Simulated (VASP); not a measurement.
Energy against volume of Li2Se (antifluorite). Method: optB86b-vdW, VASP's PBE PAW potentials (set 64) (plane waves; VASP 6.6.1). Run with 520 eV cut-off, 7×7×7 Γ-centred mesh, Gaussian smearing of 0.050 eV, potentials Li_sv Se.

```tsv
V (Å³/atom)	E (eV/atom)
16.741	-2.61867
17.276	-2.62522
17.810	-2.62766
18.344	-2.62659
```

### Question
Fit these four points and predict the energy of the run at 18.878 Å³/atom.

### Answer
A cubic in V^(−2/3), the third-order Birch-Murnaghan form, passes through the four points with V0 = 17.90 Å³/atom and B0 = 34 GPa, and gives -2.6225 eV/atom there. The run gave -2.6225 eV/atom, +0.0 meV/atom from the fit; all five points give B0 = 34 GPa.

The compound is Li2Se in the antifluorite structure. It was relaxed first.
